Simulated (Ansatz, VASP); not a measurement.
## GaP in two plane-wave programs

One calculation is typed for both programs; each brings its own data sets. How far apart do they land? The cell is taken from a series of runs on this material, whose earlier steps may have relaxed, scaled, displaced or heated it; both programs get it as it stands.

Program: Ansatz 0.2.0. Level of theory: plane waves, with VASP 6.6.1 beside it; single point at HSE06. Results are calculated unless marked as measured.

## (1) The starting structure

The structure is cubic, space group F-43m (No. 216). The conventional cell has a = 5.505 Å, b = 5.505 Å, c = 5.505 Å, α = 90.00°, β = 90.00°, γ = 90.00°. Nearest to Ga lie 4 P at 2.38 Å. Nearest to P lie 4 Ga at 2.38 Å. Farther neighbours are not listed.

Structure file:

```cif
data_structure
_symmetry_space_group_name_H-M 'P 1'
_symmetry_Int_Tables_number 1
_cell_length_a 3.8930
_cell_length_b 3.8930
_cell_length_c 3.8930
_cell_angle_alpha 60.000
_cell_angle_beta 60.000
_cell_angle_gamma 60.000
_cell_volume 41.72
loop_
_atom_site_label
_atom_site_type_symbol
_atom_site_fract_x
_atom_site_fract_y
_atom_site_fract_z
_atom_site_occupancy
Ga1 Ga 0.00000 0.00000 0.00000 1
P2 P 0.25000 0.25000 0.25000 1
```

## (2) VASP: single point, HSE06

With cell and atoms fixed, the geometry can't cause a difference; cores, projectors, grids and the points listed under the comparison can.

Lines of VASP's logs that name or quote its potential files are left out, and so is its time.

The run reads the wave functions of an earlier VASP run, which isn't shown here.

INCAR

```
SYSTEM = GaP
PREC = Accurate
ENCUT = 400
EDIFF = 1E-06
NELM = 100
ISMEAR = 0
SIGMA = 0.01
LREAL = .FALSE.
ALGO = Normal
LHFCALC = .TRUE.
AEXX = 0.25
GGA = PE
HFSCREEN = 0.208
LASPH = .TRUE.
NBANDS = 15
PRECFOCK = Fast
LORBIT = 11
LWAVE = .FALSE.
LCHARG = .FALSE.
ISIF = 2
```

POSCAR

```
GaP
1.0
    0.0000000000      2.7527328130      2.7527328130
    2.7527328130      0.0000000000      2.7527328130
    2.7527328130      2.7527328130      0.0000000000
Ga P
1 1
Direct
    0.0000000000      0.0000000000      0.0000000000
    0.2500000000      0.2500000000      0.2500000000
```

KPOINTS

```
Automatic mesh
0
Gamma
4 4 4
0 0 0
```

Potentials, in the order of the species: Ga_d and P (PBE family, release 64).

The run is started by

```console
export OMP_NUM_THREADS=3
mpirun -np 1 vasp_std
```

Numbers of over 12 decimals in the logs are rounded to 6 here.

Log:

```text
[banner, memory and clock lines left out]
running    1 mpi-ranks, on    1 nodes
 distrk:  each k-point on    1 cores,    1 groups
 distr:  one band on    1 cores,    1 groups
 Offloading initialized ...    1 GPUs detected
 POSCAR found type information on POSCAR GaP
 POSCAR found :  2 types and       2 ions
 LDA part: xc-table for (Slater+PW92), standard interpolation
 found WAVECAR, reading the header
 POSCAR, INCAR and KPOINTS ok, starting setup
 FFT: planning ... GRIDC
 FFT: planning ... GRID_SOFT
 FFT: planning ... GRID
 reading WAVECAR
 the WAVECAR file was read successfully
 initial charge from wavefunction
 entering main loop
       N       E                     dE             d eps       ncg     rms          rms(c)
DAV:   1    -0.106685810759E+02   -0.10669E+02   -0.53710E-01   335   0.162E+01    0.131E+00
DAV:   2    -0.106635982022E+02    0.49829E-02   -0.53969E-02   337   0.368E+00    0.105E+00
DAV:   3    -0.106620205603E+02    0.15776E-02   -0.57792E-03   303   0.136E+00    0.611E-01
DAV:   4    -0.106617285015E+02    0.29206E-03   -0.90078E-04   313   0.326E-01    0.328E-01
DAV:   5    -0.106616414494E+02    0.87052E-04   -0.10535E-04   282   0.838E-02    0.187E-01
DAV:   6    -0.106616166564E+02    0.24793E-04   -0.20643E-05   297   0.394E-02    0.103E-01
DAV:   7    -0.106616073021E+02    0.93544E-05   -0.33981E-06   268   0.173E-02    0.573E-02
DAV:   8    -0.106616033407E+02    0.39613E-05   -0.10637E-06   198   0.865E-03    0.313E-02
DAV:   9    -0.106616018391E+02    0.15016E-05   -0.54490E-07   120   0.579E-03    0.160E-02
DAV:  10    -0.106616013109E+02    0.52817E-06   -0.18730E-07   120   0.350E-03
   1 F= -.10661601E+02 E0= -.10661601E+02  d E =-.515928E-59
```

Parts of OUTCAR (step 2):

```text
ion  position               nearest neighbor table
   1  0.000  0.000  0.000-   2 2.38   2 2.38   2 2.38   2 2.38
   2  0.250  0.250  0.250-   1 2.38   1 2.38   1 2.38   1 2.38

  LATTYP: Found a face centered cubic cell.
 ALAT       =     5.5054656260

 Subroutine GETGRP returns: Found 24 space group operations
 (whereof 24 operations were pure point group operations)

The static configuration has the point symmetry T_d .

 Found      8 irreducible k-points:

   k-points           NKPTS =      8   k-points in BZ     NKDIM =     64   number of bands    NBANDS=     15

   dimension x,y,z NGX =    28 NGY =   28 NGZ =   28
   dimension x,y,z NGXF=    56 NGYF=   56 NGZF=   56

   ENCUT  =  400.0 eV  29.40 Ry    5.42 a.u.   6.35  6.35  6.35*2*pi/ulx,y,z

   NELECT =      18.0000    total number of electrons

 k-points in reciprocal lattice and weights: Automatic mesh
   0.00000000  0.00000000  0.00000000       0.016
   0.25000000  0.00000000  0.00000000       0.125
   0.50000000  0.00000000  0.00000000       0.063
   0.25000000  0.25000000  0.00000000       0.094
   0.50000000  0.25000000  0.00000000       0.375
  -0.25000000  0.25000000  0.00000000       0.188
   0.50000000  0.50000000  0.00000000       0.047
  -0.25000000  0.50000000  0.25000000       0.094

  exchange ACFDT corr.  =         0.00000000  see jH, gK, PRB 81, 115126

 average (electrostatic) potential at core
       1 -58.6490       2 -80.0749

 E-fermi :   4.0441

 k-point     1 :       0.0000    0.0000    0.0000
  band No.  band energies     occupation
    ...
      5     -13.0124      2.00000
      6      -9.5928      2.00000
      7       3.9308      2.00000
      8       3.9308      2.00000
      9       3.9308      2.00000
     10       6.4963      0.00000
     11       8.7076      0.00000
     12       8.7077      0.00000
     13       8.7077      0.00000
     14      13.6598      0.00000
    ...

 k-point     2 :       0.2500    0.0000    0.0000
  band No.  band energies     occupation
    ...
      5     -13.0118      2.00000
      6      -8.7895      2.00000
      7      -0.1489      2.00000
      8       3.2521      2.00000
      9       3.2521      2.00000
     10       6.8750      0.00000
     11       9.5940      0.00000
     12       9.5940      0.00000
     13      11.1890      0.00000
     14      13.9193      0.00000
    ...

 k-point     3 :       0.5000    0.0000    0.0000
  band No.  band energies     occupation
    ...
      5     -13.0076      2.00000
      6      -7.4634      2.00000
      7      -3.1067      2.00000
      8       2.7654      2.00000
      9       2.7654      2.00000
     10       6.3615      0.00000
     11       9.5549      0.00000
     12       9.5549      0.00000
     13      13.1396      0.00000
     14      15.8679      0.00000
    ...

  Total       -0.4819917     -0.4819917     -0.4819917      0.0000000      0.0000000      0.0000000
  in kB      -18.5109194    -18.5109194    -18.5109194      0.0000000      0.0000000      0.0000000
  external PRESSURE =     -18.5109194 kB  Pullay stress =       0.0000000 kB

  energy-cutoff  :      400.00
  volume of cell :       41.72
      direct lattice vectors                 reciprocal lattice vectors
     0.000000000  2.752732813  2.752732813    -0.181637679  0.181637679  0.181637679
     2.752732813  0.000000000  2.752732813     0.181637679 -0.181637679  0.181637679
     2.752732813  2.752732813  0.000000000     0.181637679  0.181637679 -0.181637679

 POSITION                                       TOTAL-FORCE (eV/Angst)
 -----------------------------------------------------------------------------------
      0.00000      0.00000      0.00000         0.000000      0.000000      0.000000
      1.37637      1.37637      1.37637        -0.000000     -0.000000     -0.000000
 -----------------------------------------------------------------------------------
    total drift:                               -0.000024     -0.000029     -0.000013

  FREE ENERGIE OF THE ION-ELECTRON SYSTEM (eV)
  ---------------------------------------------------
  free  energy   TOTEN  =       -10.6616013109 eV

  energy  without entropy=      -10.6616013109  energy(sigma->0) =      -10.66160131

 total charge
# of ion       s       p       d       tot
------------------------------------------
    1        0.811   0.825  10.024  11.660
    2        1.005   1.546   0.000   2.551
--------------------------------------------------
tot          1.816   2.371  10.024  14.211

[... 3 further parts left out ...]
```

The run ends at a pressure of -1.85 GPa.

## (3) Ansatz: single point, HSE06

Ansatz runs on its default PAW (the set named soft_2) files.

The same cell, functional and mesh now go to Ansatz, which takes its cutoff from its data sets.

input.yaml

```yaml
crystal:
  lattice:
    - [0.0, 2.752732813, 2.752732813]
    - [2.752732813, 0.0, 2.752732813]
    - [2.752732813, 2.752732813, 0.0]
  atoms:
    - { symbol: Ga, position: [0.0, 0.0, 0.0] }
    - { symbol: P, position: [0.25, 0.25, 0.25] }
kpoints:
  mp_grid: { grid: [4, 4, 4] }
  band_path:
    path:
      - [0.0, 0.0, 0.0]
      - [-0.5, -0.5, 0.0]
      - [-0.375, -0.375, 0.25]
      - [-0.375, 0.0, 0.375]
      - [0.0, 0.0, 0.5]
      - [-0.5, -0.25, 0.25]
      - [-0.45, -0.45, 0.0]
    npoints: 1
hamiltonian:
  xc: hse06
scf:
  occupations: { method: fixed }
  n_extra_bands: 4
output:
  eigenvalues: true
```

The run is started by

```console
ansatz run input.yaml --threads 2 --pin off --max-ram 92160MiB --backend cuda --devices 1 --max-vram 13GiB --events-out ev --progress --plain --runs-dir out
```

Log:

```text
scf.n_extra_bands = 4 over 9 filled bands (N_el = 18.0): the run solves 13 bands
GPUs: using 1 of 1 available (devices: 1).
Engine: ansatz 0.2.0, x86_64-unknown-linux-gnu
Pseudopotentials: kind: paw
Pseudopotential: Ga, paw, valence charge 13, recommended cutoff 420 eV (normal), Ga.paw.azcp
Pseudopotential: P, paw, valence charge 5, recommended cutoff 420 eV (normal), P.paw.azcp
Functional definition: HSE06
  parameter a = 0.25
  parameter omega = 0.11/bohr
  exchange = pbe_x - a*pbe_x_sr(omega) + a*exact_x_sr(omega)
  correlation = pbe_c
davidson cushion auto → on  (no smearing: the cushion is to keep the highest requested band from converging to the state above it; pin scf.eigensolver.cushion to override)
device memory: the entry about to start is reckoned to put 0.6 GiB on a device that reports 58.4 GiB free (of which the cap on the GPU budget leaves the run 13.0 GiB)
GPU FFT provider: cuFFT
GPU libraries: cuBLAS 13.8.2, cuFFT 12.4.0, cuSOLVER 12.3.4
Crystal: 2 atoms, lattice volume = 41.718 Å³
Basis set: ecut = 420 eV, 869 PW (Γ)
Bands: 13, of which v1, the nominal top of the filled ones, is band 9 counted from 1 (8 counted from 0)
Symmetry: 24 space group operations
Space group: F-43m (ITA 216), of the structure as read, at distance tolerance 3.5e-5 Å
k-points: 8 of 64 (time reversal used)
Non-local potential: Ga, projectors of the file, l = 0: 2, l = 1: 2, l = 2: 3, l = 3: 1
Non-local potential: P, projectors of the file, l = 0: 2, l = 1: 2, l = 2: 2
PAW form: soft (Blöchl's): semilocal exchange-correlation on the pseudo side does not see the compensation charge
PAW frozen core: Ga, regenerated for the run's functional, and the local potential with it (the file was generated under x = pbe(κ = 0.804, μ = 0.219515), c = pbe(β = 0.066725))
PAW frozen core: P, regenerated for the run's functional, and the local potential with it (the file was generated under x = pbe(κ = 0.804, μ = 0.219515), c = pbe(β = 0.066725))
PAW one-centre angular grid: Ga, 590 points (default); XC on 64 Gauss nodes
PAW one-centre angular grid: P, 110 points (default); XC on 64 Gauss nodes
Initial density: superposition of atomic densities (neutral atoms: chi_scale 0, normalization atom), corrected by the library's trained network
Initial wavefunctions: pseudopotential atomic-orbital guess
GPU buffer pool allocated for 19683 grid points (all kernels)
GPU transforms: local potential and band sums: pruned to the plane-wave sphere, on 25×25×25
Functional: x = pbe(κ = 0.804, μ = 0.219515), c = pbe(β = 0.066725), warm-up for x = pbe(κ = 0.804, μ = 0.219515) + 0.25 (exact − pbe) at short range (hse, ω = 0.207870 Å⁻¹), c = pbe(β = 0.066725); HSE06 as pw.x's `hse` composes it (authors' and Libxc's form: `xc: wpbeh`)
SCF iter   1: F=—  HF=-4539.419015 eV  |F-HF|=—  |Δ(HF+E_count)|=         —  Δρ=1.20e-3  dr2=2.95e-4  ethr=1.77e-3  ⟨swp⟩=6.0  Hψ=465  notcnv=0
preconditioner: auto → none  [insulator: Δε(μ)=1.570 eV  Ē_g=15.325 eV  n_scr=14 (ndim 8)  ℏωp=24.4 eV  f_vac=0.016]
SCF iter   2: F=-4539.419299 eV  HF=-4539.419264 eV  |F-HF|=3.49e-5  |Δ(HF+E_count)|=   2.49e-4  Δρ=4.51e-4  dr2=3.45e-5  ethr=1.64e-6  ⟨swp⟩=5.1  Hψ=423  notcnv=0
SCF 1 stopped early in 2 iterations: F = -4539.419299 eV  dr2 = 3.45e-5
  greatest PAW one-centre occupation: 0.994 electrons in one spin orbital (limit 2), on the Ga atom at site 0 (counted from 0), in its partial waves of l = 2
device memory: the entry about to start is reckoned to put 1.3 GiB on a device that reports 59.7 GiB free (of which the cap on the GPU budget leaves the run 13.0 GiB)
GPU FFT provider: cuFFT
GPU libraries: cuBLAS 13.8.2, cuFFT 12.4.0, cuSOLVER 12.3.4
Initial density: handed on by an earlier stage of this run
Initial wavefunctions: those handed on with the density
GPU buffer pool allocated for 19683 grid points (all kernels)
GPU transforms: local potential and band sums: pruned to the plane-wave sphere, on 25×25×25
Functional: x = pbe(κ = 0.804, μ = 0.219515) + 0.25 (exact − pbe) at short range (hse, ω = 0.207870 Å⁻¹), c = pbe(β = 0.066725); HSE06 as pw.x's `hse` composes it (authors' and Libxc's form: `xc: wpbeh`)
Exchange kernel: α = 0.2500, screened, ω = 0.2079 Å⁻¹, Wigner–Seitz truncation, v(0) = 1022.7778 eV·Å³, q-mesh 4×4×4, nearest image of the exchange supercell L = 15.57 Å, pair-density grid 15×15×15, without the augmentation charges, whose exchange is taken in its separable form by FFT convolution over the k-point mesh (sized by the pseudopotential files, 24×24×24 at the most), smooth part of the exact exchange by density-matrix convolution in up to 985.2 MiB of GPU memory as planned if the GPU has room (build and FFT work areas not counted)
Frozen-core exchange: fock
SCF iter   1: F=—  HF=-4540.492516 eV  |F-HF|=—  |Δ(HF+E_count)|=         —  Δρ=1.30e-2  dr2=2.82e-2  ethr=1.92e-6  ⟨swp⟩=6.2  Hψ=568  notcnv=0
preconditioner: auto → none  [insulator: Δε(μ)=2.346 eV  Ē_g=18.115 eV  n_scr=14 (ndim 8)  ℏωp=24.4 eV  f_vac=0.016]
SCF iter   2: F=—  HF=-4540.478827 eV  |F-HF|=—  |Δ(HF+E_count)|=   1.37e-2  Δρ=2.75e-3  dr2=2.59e-3  ethr=1.92e-6  ⟨swp⟩=4.0  Hψ=445  notcnv=0
SCF iter   3: F=—  HF=-4540.485299 eV  |F-HF|=—  |Δ(HF+E_count)|=   6.47e-3  Δρ=3.22e-3  dr2=1.54e-3  ethr=1.92e-6  ⟨swp⟩=4.0  Hψ=407  notcnv=0
SCF iter   4: F=—  HF=-4540.485127 eV  |F-HF|=—  |Δ(HF+E_count)|=   1.72e-4  Δρ=1.14e-3  dr2=2.70e-4  ethr=1.92e-6  ⟨swp⟩=3.0  Hψ=280  notcnv=0
iter 5 solved again at ethr=2.37e-8 eV; its pass at ethr=9.80e-7 eV (dr2=4.26e-6 eV) is discarded
SCF iter   5: F=—  HF=-4540.485132 eV  |F-HF|=—  |Δ(HF+E_count)|=   5.13e-6  Δρ=9.60e-5  dr2=1.29e-5  ethr=2.37e-8  ⟨swp⟩=2.5  Hψ=497  notcnv=0
SCF iter   6: F=—  HF=-4540.485306 eV  |F-HF|=—  |Δ(HF+E_count)|=   1.74e-4  Δρ=2.07e-4  dr2=8.14e-6  ethr=2.23e-8  ⟨swp⟩=4.1  Hψ=430  notcnv=0
SCF iter   7: F=-4540.485298 eV  HF=-4540.485298 eV  |F-HF|=2.05e-9  |Δ(HF+E_count)|=   7.05e-6  Δρ=1.08e-5  dr2=7.07e-8  ethr=2.23e-8  ⟨swp⟩=4.0  Hψ=372  notcnv=0
SCF 2 converged in 7 iterations: F = -4540.485298 eV  dr2 = 7.07e-8
  greatest PAW one-centre occupation: 0.995 electrons in one spin orbital (limit 2), on the Ga atom at site 0 (counted from 0), in its partial waves of l = 2
hybrid outer 1: dexx = +7.881e-3 eV, tail = 2.21e-5 eV
GPU FFT provider: cuFFT
GPU libraries: cuBLAS 13.8.2, cuFFT 12.4.0, cuSOLVER 12.3.4
GPU buffer pool allocated for 19683 grid points (all kernels)
GPU transforms: local potential and band sums: pruned to the plane-wave sphere, on 25×25×25
Exchange kernel: α = 0.2500, screened, ω = 0.2079 Å⁻¹, Wigner–Seitz truncation, v(0) = 1022.7778 eV·Å³, q-mesh 4×4×4, nearest image of the exchange supercell L = 15.57 Å, pair-density grid 15×15×15, without the augmentation charges, whose exchange is taken in its separable form by FFT convolution over the k-point mesh (sized by the pseudopotential files, 24×24×24 at the most), smooth part of the exact exchange by density-matrix convolution in up to 985.2 MiB of GPU memory as planned if the GPU has room (build and FFT work areas not counted)
Frozen-core exchange: fock
SCF iter   1: F=—  HF=-4540.485153 eV  |F-HF|=—  |Δ(HF+E_count)|=         —  Δρ=5.60e-5  dr2=1.93e-6  ethr=6.13e-7  ⟨swp⟩=3.0  Hψ=258  notcnv=0
preconditioner: auto → none  [insulator: Δε(μ)=2.363 eV  Ē_g=17.929 eV  n_scr=14 (ndim 8)  ℏωp=24.4 eV  f_vac=0.016]
iter 2 solved again at ethr=4.20e-10 eV; its pass at ethr=1.02e-8 eV (dr2=7.56e-8 eV) is discarded
SCF iter   2: F=—  HF=-4540.485153 eV  |F-HF|=—  |Δ(HF+E_count)|=   2.57e-7  Δρ=1.77e-5  dr2=1.62e-7  ethr=4.20e-10  ⟨swp⟩=2.4  Hψ=590  notcnv=0
SCF iter   3: F=-4540.485154 eV  HF=-4540.485154 eV  |F-HF|=3.95e-8  |Δ(HF+E_count)|=   4.94e-7  Δρ=1.02e-5  dr2=5.30e-8  ethr=4.18e-10  ⟨swp⟩=4.1  Hψ=354  notcnv=0
SCF 3 converged in 3 iterations: F = -4540.485154 eV  dr2 = 5.30e-8
hybrid outer 2: dexx = +5.887e-7 eV, tail = 1.77e-7 eV, Δε = 2.57e-3 eV (about 2.64e-4 eV left of the loop's levels)
device memory: the entry about to start is reckoned to put 0.3 GiB on a device that reports 35.2 GiB free (of which the cap on the GPU budget leaves the run 13.0 GiB)
NSCF: frozen V_eff on 7 k-points
hybrid SCF converged: 2 outer / 10 inner (+2 warm-up), last move |dexx| = 5.89e-7 eV, tail = 1.77e-7 eV
Stability not checked: this state was not tested for a lower state beside it, because the functional holds exact exchange (a hybrid, or Hartree-Fock), whose exchange loop this test does not read (fock_operator; see scf.lower_state_search)
Free energy (F): -4540.485154 eV
Frozen-core exchange: fock
Harris-Foulkes:  -4540.485154 eV  (|F-HF|=3.95e-8)
Internal energy: -4540.485154 eV  (E = F + TS)
E sigma→0 (E₀):  -4540.485154 eV
Fermi energy:    6.295155 eV
--- Per-component energies (eV) ---
  E_band       = -100.848172
  E_kinetic    = 184.780186
  E_local      = -2224.568639  (includes V_loc(G=0)·N_el)
  E_nonlocal   = 460.161617
  E_hartree    = 1030.621870
  E_xc         = -105.289988
  E_vxc        = -95.373570  (∫ρ·V_xc dr)
  E_exx        = -56.225182  (= α·E_x^exact, valence–valence)
  E_paw        = -2530.461802  (= ΣΔE_a)
  E_vpaw       = -374.639042  (= ΣTr[D̂ρ^β])
  E_aug_tail   = -0.000089  (compensation charges beyond the density's cutoff)
  E_ewald      = -1299.539722
  E_core_change = 0.036594  (= ΣΔE_core)
  E_smearing   = -0.000000  (= −TS)
  E_closure    = 0.000000  (closes the sum)
  Σ components = -4540.485154   (vs F -4540.485154, Δ=-9.09e-13)
--- Band table (eV; the first three rows and the last of 8) ---
  k-point 0: bands = [... 5 lower, -7.2278, 6.2952, 6.2952, 6.2952, 8.8663, 11.0687, 11.0687, 11.0687]
  k-point 1: bands = [... 5 lower, -6.4252, 2.2144, 5.6160, 5.6160, 9.2418, 11.9532, 11.9532, 13.5500]
  k-point 2: bands = [... 5 lower, -5.0985, -0.7460, 5.1287, 5.1287, 8.7285, 11.9129, 11.9129, 15.4940]
  k-point 7: bands = [... 5 lower, -4.0771, -0.6461, 2.5631, 2.7640, 11.7968, 12.1375, 13.3344, 13.3369]
```

## (4) Comparison

Known differences besides the potentials themselves: exact exchange at q = 0 is treated differently, which shows on coarse meshes; VASP keeps PBE cores, Ansatz makes them for the functional; fixed occupations in Ansatz, narrow Gaussian smearing in VASP; the cutoff is 420 eV in Ansatz and 400 eV in VASP; VASP takes a coarser grid for exact exchange (PRECFOCK = Fast). Total energies have different zeros and are not compared.

The two programs side by side:

```
              quantity  Ansatz   VASP  difference
gap on the k mesh (eV)   2.364  2.367      -0.003
```

A gap on the mesh is an upper bound, since the band edges may lie between its points.

## (5) What came out

```yaml
difference_in_gap_on_the_k_mesh_single_point_hse06: -0.0032 eV
```

**Reading.** The difference in gap on the k mesh is -0.0032 eV (single point, HSE06), within the 0.08 eV picked in this series as the mark of a large difference. How closely two codes agree says nothing of how well the functional describes the real material.

[Lines on the potential files, build, host, timing and source positions are cut from VASP's logs without a mark.]

[Logs are printed without paths, hosts, clocks, repeated set-up lines and the standing remarks that a program may print on its own settings, such as how far it seeks lower states.]

[Hosts, paths, dates, database ids (printed as entryN), source tags and the programs' standing remarks are cut or masked in the printed files.]
